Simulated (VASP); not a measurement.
Output of a VASP run:

### OUTCAR
```
 ion  position               nearest neighbor table
   1  0.000  0.000  0.000-   3 2.73   4 2.73   5 2.73   3 2.73   4 2.73   4 2.73   5 2.73   4 2.73
                             3 2.73   5 2.73   3 2.73   5 2.73   2 3.35   2 3.35   2 3.35   2 3.35
   2  0.500  0.500  0.500-   3 1.93   4 1.93   5 1.93   5 1.93   3 1.93   4 1.93   1 3.35   1 3.35
                             1 3.35   1 3.35   1 3.35   1 3.35   1 3.35   1 3.35
   3  0.500  0.000  0.500-   2 1.93   2 1.93   1 2.73   1 2.73   1 2.73   1 2.73
   4  0.000  0.500  0.500-   2 1.93   2 1.93   1 2.73   1 2.73   1 2.73   1 2.73
   5  0.500  0.500  0.000-   2 1.93   2 1.93   1 2.73   1 2.73   1 2.73   1 2.73
  LATTYP: Found a simple cubic cell.
 ALAT       =     3.8637527914
 Subroutine PRICEL returns:
 Original cell was already a primitive cell.
 Subroutine GETGRP returns: Found 48 space group operations
The static configuration has the point symmetry O_h .
The dynamic configuration has the point symmetry O_h .
 Subroutine INISYM returns: Found 48 space group operations
 Subroutine IBZKPT returns following result:
 Found     35 irreducible k-points:

 Following reciprocal coordinates:
            Coordinates               Weight
  0.000000  0.000000  0.000000      1.000000
  0.111111  0.000000  0.000000      6.000000
  0.222222  0.000000  0.000000      6.000000
  0.333333  0.000000  0.000000      6.000000
  0.444444  0.000000  0.000000      6.000000
  0.111111  0.111111  0.000000     12.000000
  0.222222  0.111111  0.000000     24.000000
  0.333333  0.111111  0.000000     24.000000
  0.444444  0.111111  0.000000     24.000000
  0.222222  0.222222  0.000000     12.000000
  0.333333  0.222222  0.000000     24.000000
  0.444444  0.222222  0.000000     24.000000
  0.333333  0.333333  0.000000     12.000000
  0.444444  0.333333  0.000000     24.000000
  0.444444  0.444444  0.000000     12.000000
  0.111111  0.111111  0.111111      8.000000
  0.222222  0.111111  0.111111     24.000000
  0.333333  0.111111  0.111111     24.000000
  0.444444  0.111111  0.111111     24.000000
  0.222222  0.222222  0.111111     24.000000
  0.333333  0.222222  0.111111     48.000000
  0.444444  0.222222  0.111111     48.000000
  0.333333  0.333333  0.111111     24.000000
  0.444444  0.333333  0.111111     48.000000
  0.444444  0.444444  0.111111     24.000000
  0.222222  0.222222  0.222222      8.000000
  0.333333  0.222222  0.222222     24.000000
  0.444444  0.222222  0.222222     24.000000
  0.333333  0.333333  0.222222     24.000000
  0.444444  0.333333  0.222222     48.000000
  0.444444  0.444444  0.222222     24.000000
  0.333333  0.333333  0.333333      8.000000
  0.444444  0.333333  0.333333     24.000000
  0.444444  0.444444  0.333333     24.000000
  0.444444  0.444444  0.444444      8.000000
   k-points           NKPTS =     35   k-points in BZ     NKDIM =     35   number of bands    NBANDS=     24
   number of dos      NEDOS =    601   number of ions     NIONS =      5
   total plane-waves  NPLWV =  27000
   dimension x,y,z NGX =    30 NGY =   30 NGZ =   30
   dimension x,y,z NGXF=    60 NGYF=   60 NGZF=   60
   ions per type =               1   1   3
   PREC   = accura    normal or accurate (medium, high low for compatibility)
   ISTART =      0    job   : 0-new  1-cont  2-samecut
   ICHARG =      2    charge: 1-file 2-atom 10-const
   ISPIN  =      1    spin polarized calculation?
   LNONCOLLINEAR =      F non collinear calculations
   LSORBIT =      F    spin-orbit coupling
   INIWAV =      1    electr: 0-lowe 1-rand  2-diag
   ENCUT  =  520.0 eV  38.22 Ry    6.18 a.u.   7.18  7.18  7.18*2*pi/ulx,y,z
   NELM   =    100;   NELMIN=  2; NELMDL= -5     # of ELM steps
   EDIFF  = 0.1E-06   stopping-criterion for ELM
   LREAL  =      F    real-space projection
   NLSPLINE    = F    spline interpolate recip. space projectors
   LMAXMIX     =    4 max onsite mixed and CHGCAR
   VOSKOWN=      0    Vosko Wilk Nusair interpolation
   EDIFFG = 0.1E-05   stopping-criterion for IOM
   NSW    =      0    number of steps for IOM
   NBLOCK =      1;   KBLOCK =      1    inner block; outer block
   IBRION =     -1    ionic relax: 0-MD 1-quasi-New 2-CG
...
```

**OSZICAR**
```
       N       E                     dE             d eps       ncg     rms          rms(c)
DAV:   1     0.451019783658E+03    0.45102E+03   -0.24166E+04  1680   0.179E+03
DAV:   2    -0.218044452181E+02   -0.47282E+03   -0.46913E+03  2160   0.481E+02
DAV:   3    -0.489866580386E+02   -0.27182E+02   -0.27069E+02  1792   0.126E+02
DAV:   4    -0.498374328095E+02   -0.85077E+00   -0.85008E+00  2944   0.195E+01
DAV:   5    -0.498439495200E+02   -0.65167E-02   -0.64938E-02  2048   0.144E+00    0.376E+01
DAV:   6    -0.411143819981E+02    0.87296E+01   -0.10010E+02  2256   0.744E+01    0.189E+01
DAV:   7    -0.400303530936E+02    0.10840E+01   -0.35627E+01  1936   0.528E+01    0.171E+01
DAV:   8    -0.392889728442E+02    0.74138E+00   -0.33330E+00  1856   0.163E+01    0.493E+00
DAV:   9    -0.393071813808E+02   -0.18209E-01   -0.65053E-01  2200   0.588E+00    0.218E+00
DAV:  10    -0.392848222576E+02    0.22359E-01   -0.40647E-01  1864   0.583E+00    0.984E-01
DAV:  11    -0.392766123731E+02    0.82099E-02   -0.73598E-02  1824   0.233E+00    0.345E-01
DAV:  12    -0.392760235057E+02    0.58887E-03   -0.48456E-03  2048   0.646E-01    0.836E-02
DAV:  13    -0.392760214675E+02    0.20382E-05   -0.31025E-04  2184   0.124E-01    0.330E-02
DAV:  14    -0.392760174402E+02    0.40273E-05   -0.12130E-04  1936   0.704E-02    0.157E-02
DAV:  15    -0.392760154494E+02    0.19908E-05   -0.21854E-05  1960   0.440E-02    0.109E-02
DAV:  16    -0.392760157608E+02   -0.31137E-06   -0.29382E-06  1848   0.165E-02    0.269E-03
DAV:  17    -0.392760157274E+02    0.33343E-07   -0.21521E-07  1480   0.329E-03
   1 F= -.39276016E+02 E0= -.39276016E+02  d E =0.000000E+00
```

OUTCAR:
```
------------------------ aborting loop because EDIFF is reached ----------------------------------------
  FORCE on cell =-STRESS in cart. coord.  units (eV):
  Direction    XX          YY          ZZ          XY          YZ          ZX
  --------------------------------------------------------------------------------------
  Total        0.0002715      0.0002715      0.0002715     -0.0000000     -0.0000000      0.0000000
  in kB        0.0075411      0.0075411      0.0075411     -0.0000000     -0.0000000      0.0000000
  external PRESSURE =       0.0075411 kB  Pullay stress =       0.0000000 kB
  volume of cell :       57.68
      direct lattice vectors                 reciprocal lattice vectors
     3.863752791  0.000000000  0.000000000     0.258815730  0.000000000  0.000000000
     0.000000000  3.863752791  0.000000000     0.000000000  0.258815730  0.000000000
     0.000000000  0.000000000  3.863752791     0.000000000  0.000000000  0.258815730
 POSITION                                       TOTAL-FORCE (eV/Angst)
 -----------------------------------------------------------------------------------
      0.00000      0.00000      0.00000         0.000000      0.000000      0.000000
      1.93188      1.93188      1.93188         0.000000      0.000000      0.000000
      1.93188      0.00000      1.93188         0.000000      0.000000      0.000000
      0.00000      1.93188      1.93188         0.000000      0.000000      0.000000
      1.93188      1.93188      0.00000         0.000000      0.000000      0.000000
 -----------------------------------------------------------------------------------
    total drift:                                0.000000      0.000000     -0.000000
  FREE ENERGIE OF THE ION-ELECTRON SYSTEM (eV)
  ---------------------------------------------------
  free  energy   TOTEN  =       -39.2760157274 eV

  energy  without entropy=      -39.2760157274  energy(sigma->0) =      -39.27601573

 total charge

# of ion       s       p       d       tot
------------------------------------------
    1        1.999   5.799   0.211   8.009
    2        2.279   6.336   2.932  11.547
    3        1.564   3.473   0.000   5.037
    4        1.564   3.473   0.000   5.037
    5        1.564   3.473   0.000   5.037
--------------------------------------------------
tot          8.969  22.555   3.143  34.667

 Electric field gradients after diagonalization (V/A^2)
 (convention: |V_zz| > |V_xx| > |V_yy|)
----------------------------------------------------------------------
 ion       V_xx      V_yy      V_zz     asymmetry (V_yy - V_xx)/ V_zz
----------------------------------------------------------------------
   1      -0.000    -0.000    -0.000      -0.394
   2       0.000     0.000    -0.000       0.302
   3     -15.907   -15.907    31.814       0.000
   4     -15.907   -15.907    31.814       0.000
   5     -15.907   -15.907    31.814       0.000
```
(Selected blocks of OUTCAR.)

File POSCAR:
```
SrVO3
1
    3.8637527914     0.0000000000     0.0000000000
    0.0000000000     3.8637527914     0.0000000000
    0.0000000000     0.0000000000     3.8637527914
Sr V O
1 1 3
Direct
  0.0000000000   0.0000000000   0.0000000000
  0.5000000000   0.5000000000   0.5000000000
  0.5000000000   0.0000000000   0.5000000000
  0.0000000000   0.5000000000   0.5000000000
  0.5000000000   0.5000000000   0.0000000000
```

Q: Write an INCAR and KPOINTS that could have produced this output.

A: Several could match; the one computed here: the input of the run itself, PBE GGA, plane waves, VASP's PBE PAW potentials (set 64).

INCAR:
```
SYSTEM = SrVO3
PREC = Accurate
ENCUT = 520
EDIFF = 1E-7
NELM = 100
ALGO = Normal
LREAL = .FALSE.
LASPH = .TRUE.
ISMEAR = -5
GGA = PE
LMAXMIX = 4
LWAVE = .FALSE.
LCHARG = .TRUE.
LORBIT = 11
NEDOS = 601
ISIF = 2
LEFG = .TRUE.
```

**KPOINTS**
```
Automatic
0
G
 9 9 9
0 0 0
```

POTCAR, in this order: Sr_sv V_sv O (PBE.64 set). Program: vasp_std.

For a metal the tetrahedron method with Blöchl corrections gives inexact stress and forces.

The compound is SrVO3 in the cubic perovskite structure. It was relaxed first. The run is not spin-polarised, so no magnetic state was tried. The electron count is odd and the run is not spin-polarised, which forces a metal.
